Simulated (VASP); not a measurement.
# A VASP study of BaY (PW91): structure first, properties next

What structure does BaY take at this level, and what are its properties? The steps: rough relaxation of the start cell, full relaxation (PW91), second relaxation, density, ELF and potential (PW91), band structure (PW91), density of states (PW91), band structure (PW91 + SOC), zone-centre phonons (PW91), volume scan with PW91, fit for PW91 and bands along the symmetry lines (PW91) with a changed input. The cell is invented: other elements were put on sites of a known structure type. It may not be a known or stable phase.

Program: VASP 6.6.1. Level of theory: PW91; plane waves and PAW (Ba_sv, Y_sv), in the first sound run; inputs show where later runs differ. Results are calculated unless marked as measured.

The structure was built from a prototype and need not be the compound's stable phase.

### 1. Starting point

Before any relaxation, the start is as follows. It takes space group P4/nmm (No. 129, tetragonal). Conventional cell: a = 4.459 Å, b = 4.459 Å, c = 5.841 Å, α = 90.00°, β = 90.00°, γ = 90.00°. Nearest to Ba lie 4 Y at 2.84 Å. Y has 4 Ba at 2.84 Å and 4 Y at 3.15 Å nearest. Farther neighbours are not listed.

Coordinates:

```cif
data_structure
_symmetry_space_group_name_H-M 'P4/nmm:1'
_symmetry_Int_Tables_number 129
_cell_length_a 4.4588
_cell_length_b 4.4588
_cell_length_c 5.8412
_cell_angle_alpha 90.000
_cell_angle_beta 90.000
_cell_angle_gamma 90.000
_cell_volume 116.13
loop_
_atom_site_label
_atom_site_type_symbol
_atom_site_symmetry_multiplicity
_atom_site_Wyckoff_symbol
_atom_site_fract_x
_atom_site_fract_y
_atom_site_fract_z
_atom_site_occupancy
Ba1 Ba 2 c 0.50000 0.00000 0.30000 1
Y1 Y 2 a 0.00000 0.00000 0.00000 1
```

### 2. Rough relaxation of the start cell

The start is only an estimate, so a cheap relaxation brings it near a minimum before any careful run. PW91 is the forerunner of PBE and gives much the same.

File INCAR:

```
SYSTEM = BaY
PREC = Normal
ENCUT = 400
EDIFF = 1E-05
NELM = 60
ISMEAR = 1
SIGMA = 0.2
LREAL = .FALSE.
ALGO = Fast
GGA = 91
NBANDS = 27
LORBIT = 11
LWAVE = .FALSE.
LCHARG = .FALSE.
KPAR = 2
IBRION = 2
NSW = 40
ISIF = 3
EDIFFG = -0.04
```

File POSCAR:

```
BaY
1.0
    4.4587797100      0.0000000000      0.0000000000
    0.0000000000      4.4587797100      0.0000000000
    0.0000000000      0.0000000000      5.8411962200
Ba Y
2 2
Direct
    0.5000000000      0.0000000000      0.3000000100
    0.0000000000      0.5000000000      0.6999999900
    0.0000000000      0.0000000000      0.0000000000
    0.5000000000      0.5000000000      0.0000000000
```

File KPOINTS:

```
Automatic mesh
0
Gamma
4 4 3
0 0 0
```

Potentials, in the order of the species: Ba_sv and Y_sv (PBE family, release 64).

Started as:

```
$ mpirun -np 2 vasp_std
```

What it wrote:

```text
[banner, memory and clock lines left out]
running    2 mpi-ranks, on    1 nodes
 distrk:  each k-point on    1 cores,    2 groups
 distr:  one band on    1 cores,    1 groups

 POSCAR found type information on POSCAR BaY
 POSCAR found :  2 types and       4 ions
|                                                                             |
|               ----> ADVICE to this user running VASP <----                  |
|                                                                             |
|     You enforced a specific xc type in the INCAR file but a different       |
|     [... a line on the potential file left out ...]
|     I HOPE YOU KNOW WHAT YOU ARE DOING!                                     |
|                                                                             |

 LDA part: xc-table for (Slater(with rela. corr.)+CA(PZ))
 , standard interpolation
 POSCAR, INCAR and KPOINTS ok, starting setup
 FFT: planning ... GRIDC
 FFT: planning ... GRID_SOFT
 FFT: planning ... GRID
 WAVECAR not read
 entering main loop
       N       E                     dE             d eps       ncg     rms          rms(c)
DAV:   1     0.253319549785E+03    0.25332E+03   -0.18178E+04   648   0.122E+03
DAV:   2     0.505975013768E+01   -0.24826E+03   -0.24468E+03   895   0.293E+02
DAV:   3    -0.104003685827E+02   -0.15460E+02   -0.15161E+02   960   0.584E+01
DAV:   4    -0.113491695385E+02   -0.94880E+00   -0.94216E+00  1016   0.128E+01
DAV:   5    -0.113690081433E+02   -0.19839E-01   -0.19810E-01   892   0.170E+00    0.410E+01
RMM:   6    -0.106187630759E+02    0.75025E+00   -0.10927E+00   697   0.459E+00    0.230E+01
RMM:   7    -0.105405288290E+02    0.78234E-01   -0.16079E+00   788   0.548E+00    0.176E+00
RMM:   8    -0.105234617194E+02    0.17067E-01   -0.21577E-01   760   0.218E+00    0.736E-01
RMM:   9    -0.105291477898E+02   -0.56861E-02   -0.69583E-02   954   0.951E-01    0.482E-01
RMM:  10    -0.105307442088E+02   -0.15964E-02   -0.23292E-02   959   0.526E-01    0.333E-01
RMM:  11    -0.105312001351E+02   -0.45593E-03   -0.93737E-03   986   0.307E-01    0.171E-01
RMM:  12    -0.105315199275E+02   -0.31979E-03   -0.47727E-03   908   0.261E-01    0.677E-02
RMM:  13    -0.105317960808E+02   -0.27615E-03   -0.31281E-03   892   0.150E-01    0.684E-02
WARNING in EDDRMM: call to ZHEGV failed, returncode =   8  4     17
RMM:  14    -0.105319912166E+02   -0.19514E-03   -0.22264E-03   776   0.110E-01    0.482E-02
RMM:  15    -0.105321383351E+02   -0.14712E-03   -0.16325E-03   685   0.931E-02    0.243E-02
RMM:  16    -0.105322586211E+02   -0.12029E-03   -0.13112E-03   571   0.723E-02    0.293E-02
RMM:  17    -0.105323528681E+02   -0.94247E-04   -0.10489E-03   512   0.619E-02    0.306E-02
RMM:  18    -0.105324376745E+02   -0.84806E-04   -0.91517E-04   506   0.569E-02    0.457E-02
RMM:  19    -0.105325013121E+02   -0.63638E-04   -0.76199E-04   527   0.603E-02    0.233E-02
RMM:  20    -0.105325630268E+02   -0.61715E-04   -0.70427E-04   485   0.501E-02    0.165E-02
RMM:  21    -0.105326151678E+02   -0.52141E-04   -0.59815E-04   350   0.438E-02    0.169E-02
RMM:  22    -0.105326653418E+02   -0.50174E-04   -0.57374E-04   321   0.406E-02    0.199E-02
RMM:  23    -0.105327070419E+02   -0.41700E-04   -0.49426E-04   452   0.418E-02    0.152E-02
RMM:  24    -0.105327481719E+02   -0.41130E-04   -0.48422E-04   389   0.395E-02    0.125E-02
RMM:  25    -0.105327832936E+02   -0.35122E-04   -0.42040E-04   364   0.368E-02    0.119E-02
RMM:  26    -0.105328181344E+02   -0.34841E-04   -0.41513E-04   321   0.347E-02    0.126E-02
RMM:  27    -0.105328486194E+02   -0.30485E-04   -0.36958E-04   272   0.328E-02    0.142E-02
RMM:  28    -0.105328783925E+02   -0.29773E-04   -0.36230E-04   323   0.324E-02    0.136E-02
RMM:  29    -0.105329048085E+02   -0.26416E-04   -0.32635E-04   269   0.311E-02    0.148E-02
RMM:  30    -0.105329310194E+02   -0.26211E-04   -0.32345E-04   267   0.303E-02    0.153E-02
RMM:  31    -0.105329541438E+02   -0.23124E-04   -0.29122E-04   263   0.293E-02    0.165E-02
RMM:  32    -0.105329771520E+02   -0.23008E-04   -0.28917E-04   274   0.289E-02    0.169E-02
RMM:  33    -0.105329978453E+02   -0.20693E-04   -0.26381E-04   254   0.278E-02    0.180E-02
RMM:  34    -0.105330184958E+02   -0.20651E-04   -0.26277E-04   257   0.271E-02    0.190E-02
RMM:  35    -0.105330372469E+02   -0.18751E-04   -0.24312E-04   249   0.265E-02    0.197E-02
RMM:  36    -0.105330556838E+02   -0.18437E-04   -0.23873E-04   258   0.259E-02    0.206E-02
RMM:  37    -0.105330724119E+02   -0.16728E-04   -0.22015E-04   247   0.251E-02    0.214E-02
RMM:  38    -0.105330888344E+02   -0.16422E-04   -0.21646E-04   250   0.247E-02    0.220E-02
RMM:  39    -0.105331040536E+02   -0.15219E-04   -0.20406E-04   249   0.244E-02    0.223E-02
RMM:  40    -0.105331189742E+02   -0.14921E-04   -0.19941E-04   245   0.238E-02    0.231E-02
RMM:  41    -0.105331329542E+02   -0.13980E-04   -0.18904E-04   242   0.231E-02    0.245E-02
RMM:  42    -0.105331464435E+02   -0.13489E-04   -0.18449E-04   244   0.230E-02    0.247E-02
RMM:  43    -0.105331591305E+02   -0.12687E-04   -0.17464E-04   241   0.224E-02    0.252E-02
[...]
RMM:  49    -0.105332259629E+02   -0.99567E-05   -0.14362E-04   237   0.204E-02    0.281E-02
RMM:  50    -0.105332357125E+02   -0.97495E-05   -0.14129E-04   266   0.204E-02    0.281E-02
RMM:  51    -0.105332447429E+02   -0.90305E-05   -0.13342E-04   257   0.202E-02    0.276E-02
RMM:  52    -0.105332537189E+02   -0.89760E-05   -0.13235E-04   247   0.199E-02    0.277E-02
RMM:  53    -0.105332625062E+02   -0.87873E-05   -0.12833E-04   233   0.193E-02    0.284E-02
RMM:  54    -0.105332707101E+02   -0.82038E-05   -0.12190E-04   228   0.190E-02    0.286E-02
RMM:  55    -0.105332788360E+02   -0.81260E-05   -0.12248E-04   250   0.192E-02    0.284E-02
RMM:  56    -0.105332866254E+02   -0.77893E-05   -0.11522E-04   225   0.182E-02    0.297E-02
RMM:  57    -0.105332942449E+02   -0.76195E-05   -0.11548E-04   231   0.182E-02    0.300E-02
RMM:  58    -0.105333015709E+02   -0.73260E-05   -0.11103E-04   223   0.179E-02    0.302E-02
RMM:  59    -0.105333085690E+02   -0.69981E-05   -0.10739E-04   222   0.177E-02    0.303E-02
RMM:  60    -0.105333155929E+02   -0.70239E-05   -0.10630E-04   227   0.176E-02
|                                                                             |
|           W    W    AA    RRRRR   N    N  II  N    N   GGGG   !!!           |
|           W    W   A  A   R    R  NN   N  II  NN   N  G    G  !!!           |
|           W    W  A    A  R    R  N N  N  II  N N  N  G       !!!           |
|           W WW W  AAAAAA  RRRRR   N  N N  II  N  N N  G  GGG   !            |
[...]
RMM:  27    -0.136531645090E+02   -0.23832E-02   -0.32787E-02   658   0.395E-01    0.511E-01
RMM:  28    -0.136544863455E+02   -0.13218E-02   -0.23159E-02   743   0.389E-01    0.449E-01
RMM:  29    -0.136564531064E+02   -0.19668E-02   -0.27656E-02   603   0.360E-01    0.448E-01
RMM:  30    -0.136574828386E+02   -0.10297E-02   -0.17455E-02   575   0.341E-01    0.456E-01
RMM:  31    -0.136595358187E+02   -0.20530E-02   -0.22096E-02   429   0.324E-01    0.475E-01
RMM:  32    -0.136650291003E+02   -0.54933E-02   -0.30598E-02   743   0.341E-01    0.343E-01
RMM:  33    -0.136795091341E+02   -0.14480E-01   -0.10367E-01   583   0.320E-01    0.411E-01
RMM:  34    -0.136920014081E+02   -0.12492E-01   -0.11175E-01   737   0.336E-01    0.366E-01
RMM:  35    -0.136999359419E+02   -0.79345E-02   -0.70194E-02   533   0.298E-01    0.399E-01
RMM:  36    -0.137033236830E+02   -0.33877E-02   -0.33526E-02   434   0.279E-01    0.416E-01
RMM:  37    -0.137051955304E+02   -0.18718E-02   -0.23572E-02   570   0.270E-01    0.430E-01
RMM:  38    -0.137061748171E+02   -0.97929E-03   -0.15728E-02   380   0.256E-01    0.444E-01
RMM:  39    -0.137073248914E+02   -0.11501E-02   -0.19717E-02   595   0.262E-01    0.401E-01
RMM:  40    -0.137080895446E+02   -0.76465E-03   -0.14248E-02   581   0.245E-01    0.394E-01
RMM:  41    -0.137091290139E+02   -0.10395E-02   -0.18603E-02   606   0.251E-01    0.345E-01
RMM:  42    -0.137098478675E+02   -0.71885E-03   -0.13642E-02   573   0.233E-01    0.331E-01
RMM:  43    -0.137108456724E+02   -0.99780E-03   -0.17048E-02   584   0.229E-01    0.312E-01
RMM:  44    -0.137115254384E+02   -0.67977E-03   -0.13236E-02   581   0.220E-01    0.301E-01
RMM:  45    -0.137123340052E+02   -0.80857E-03   -0.15661E-02   597   0.222E-01    0.283E-01
RMM:  46    -0.137129138507E+02   -0.57985E-03   -0.12310E-02   564   0.206E-01    0.283E-01
RMM:  47    -0.137137348352E+02   -0.82098E-03   -0.14441E-02   476   0.196E-01    0.291E-01
RMM:  48    -0.137142286958E+02   -0.49386E-03   -0.11354E-02   516   0.190E-01    0.294E-01
RMM:  49    -0.137149619228E+02   -0.73323E-03   -0.13569E-02   356   0.183E-01    0.295E-01
RMM:  50    -0.137153722970E+02   -0.41037E-03   -0.10339E-02   479   0.180E-01    0.297E-01
RMM:  51    -0.137160422385E+02   -0.66994E-03   -0.12932E-02   325   0.173E-01    0.298E-01
RMM:  52    -0.137162489759E+02   -0.20674E-03   -0.90887E-03   586   0.181E-01    0.284E-01
RMM:  53    -0.137168557146E+02   -0.60674E-03   -0.12380E-02   514   0.168E-01    0.288E-01
WARNING in EDDRMM: call to ZHEGV failed, returncode =   8  4     21
RMM:  54    -0.137170389254E+02   -0.18321E-03   -0.81153E-03   337   0.162E-01    0.290E-01
RMM:  55    -0.137176064275E+02   -0.56750E-03   -0.11907E-02   414   0.159E-01    0.298E-01
RMM:  56    -0.137176951070E+02   -0.88680E-04   -0.73375E-03   404   0.156E-01    0.297E-01
RMM:  57    -0.137182005334E+02   -0.50543E-03   -0.11515E-02   497   0.154E-01    0.300E-01
RMM:  58    -0.137182586775E+02   -0.58144E-04   -0.68020E-03   310   0.147E-01    0.303E-01
RMM:  59    -0.137187560218E+02   -0.49734E-03   -0.11231E-02   302   0.144E-01    0.305E-01
RMM:  60    -0.137187400685E+02    0.15953E-04   -0.61385E-03   404   0.143E-01
|                                                                             |
|           W    W    AA    RRRRR   N    N  II  N    N   GGGG   !!!           |
|           W    W   A  A   R    R  NN   N  II  NN   N  G    G  !!!           |
|           W    W  A    A  R    R  N N  N  II  N N  N  G       !!!           |
|           W WW W  AAAAAA  RRRRR   N  N N  II  N  N N  G  GGG   !            |
|           WW  WW  A    A  R   R   N   NN  II  N   NN  G    G                |
|           W    W  A    A  R    R  N    N  II  N    N   GGGG   !!!           |
|                                                                             |
|     The electronic self-consistency was not achieved in the given           |
|     number of steps (NELM). The forces and other quantities evaluated       |
|     might not be reliable so examine the results carefully. If you find     |
|     spurious results, we suggest increasing NELM, if you were close to      |
|     convergence or switching to a different ALGO or adjusting the           |
|     density mixing parameters otherwise.                                    |
|                                                                             |

   2 F= -.13718740E+02 E0= -.13715156E+02  d E =-.318542E+01
[...]
|     The electronic self-consistency was not achieved in the given           |
[... from here on, the cycles between the ionic steps are left out ...]
   3 F= -.13926325E+02 E0= -.13925877E+02  d E =-.339301E+01
   4 F= -.13926113E+02 E0= -.13930721E+02  d E =-.339280E+01
   5 F= -.13950154E+02 E0= -.13951910E+02  d E =-.341684E+01
   6 F= -.14101322E+02 E0= -.14102020E+02  d E =-.151168E+00
   7 F= -.14514334E+02 E0= -.14518447E+02  d E =-.564179E+00
[...]
WARNING in EDDRMM: call to ZHEGV failed, returncode =   6  3     17
[...]
WARNING in EDDRMM: call to ZHEGV failed, returncode =   8  4     21
   8 F= -.14930207E+02 E0= -.14920061E+02  d E =-.980052E+00
[...]
WARNING in EDDRMM: call to ZHEGV failed, returncode =   6  3     18
   9 F= -.15059680E+02 E0= -.15050540E+02  d E =-.129474E+00
[...]
WARNING in EDDRMM: call to ZHEGV failed, returncode =   6  3     17
  10 F= -.15303920E+02 E0= -.15297409E+02  d E =-.373713E+00
[...]
WARNING in EDDRMM: call to ZHEGV failed, returncode =   6  3     18
[...]
|     The electronic self-consistency was not achieved in the given           |
  11 F= -.15183758E+02 E0= -.15175874E+02  d E =-.253551E+00
  12 F= -.15351476E+02 E0= -.15345350E+02  d E =-.421269E+00
  13 F= -.15351685E+02 E0= -.15345736E+02  d E =-.421479E+00
  14 F= -.15361839E+02 E0= -.15357219E+02  d E =-.101538E-01
  15 F= -.15368979E+02 E0= -.15366713E+02  d E =-.172944E-01
  16 F= -.15369099E+02 E0= -.15366657E+02  d E =-.174144E-01
  17 F= -.15371609E+02 E0= -.15369193E+02  d E =-.250977E-02
 trial-energy change:   -0.002510  1 .order   -0.002553   -0.003119   -0.001987
 step:   3.4772(harm=  3.4772)  dis= 0.00597  next Energy=   -15.373398 (dE=-0.430E-02)
 bond charge predicted
       N       E                     dE             d eps       ncg     rms          rms(c)
DAV:   1    -0.154146630313E+02   -0.43061E-01   -0.26614E+00   660   0.917E+00    0.114E+00
RMM:   2    -0.153825456947E+02    0.32117E-01   -0.61677E-02   696   0.141E+00    0.610E-01
RMM:   3    -0.153714937696E+02    0.11052E-01   -0.62626E-02   764   0.123E+00    0.234E-01
RMM:   4    -0.153724334314E+02   -0.93966E-03   -0.10634E-02   819   0.431E-01    0.201E-01
RMM:   5    -0.153727447527E+02   -0.31132E-03   -0.37073E-03   927   0.191E-01    0.181E-01
RMM:   6    -0.153730406736E+02   -0.29592E-03   -0.20208E-03   805   0.175E-01    0.477E-02
RMM:   7    -0.153730986119E+02   -0.57938E-04   -0.12913E-03   842   0.108E-01    0.190E-02
RMM:   8    -0.153731513331E+02   -0.52721E-04   -0.62725E-04   726   0.651E-02    0.246E-02
RMM:   9    -0.153731797420E+02   -0.28409E-04   -0.32151E-04   628   0.471E-02    0.801E-03
RMM:  10    -0.153732037156E+02   -0.23974E-04   -0.23201E-04   543   0.354E-02    0.113E-02
RMM:  11    -0.153732190676E+02   -0.15352E-04   -0.18589E-04   517   0.289E-02    0.366E-03
RMM:  12    -0.153732319013E+02   -0.12834E-04   -0.14354E-04   370   0.223E-02    0.458E-03
RMM:  13    -0.153732433181E+02   -0.11417E-04   -0.12716E-04   314   0.199E-02    0.434E-03
RMM:  14    -0.153732520974E+02   -0.87793E-05   -0.10004E-04   284   0.181E-02    0.392E-03
RMM:  15    -0.153732606181E+02   -0.85207E-05   -0.96070E-05   306   0.175E-02
  18 F= -.15373261E+02 E0= -.15370633E+02  d E =-.416115E-02
 curvature:  -2.48 expect dE=-0.511E-03 dE for cont linesearch -0.203E-05
 trial: gam= 0.08886 g(F)=  0.130E-03 g(S)=  0.770E-04 ort =-0.537E-04 (trialstep = 0.170E+01)
 search vector abs. value=  0.225E-03
 reached required accuracy - stopping structural energy minimisation
```

Run time: 8 min. Hardware: 2 MPI ranks of AMD EPYC 7R43, shared host; peak memory 0.29 GiB.

Lines that name or quote the potential files are left out of all logs, and their timing lines are given in words.

(Continued in part 2 of 8.)

[Lines on the potential files, build, host, timing and source positions are cut from VASP's logs without a mark.]

[Logs are printed without paths, hosts, clocks, repeated set-up lines and the standing remarks that a program may print on its own settings, such as how far it seeks lower states.]

[Hosts, paths, dates, database ids (printed as entryN), source tags and the programs' standing remarks are cut or masked in the printed files.]

[A measured line is paired with the nearest computed mode of its activity, which favours agreement.]

[In band tables of VASP the shares of atoms and orbitals are scaled to a sum of 1 inside the atoms' spheres.]
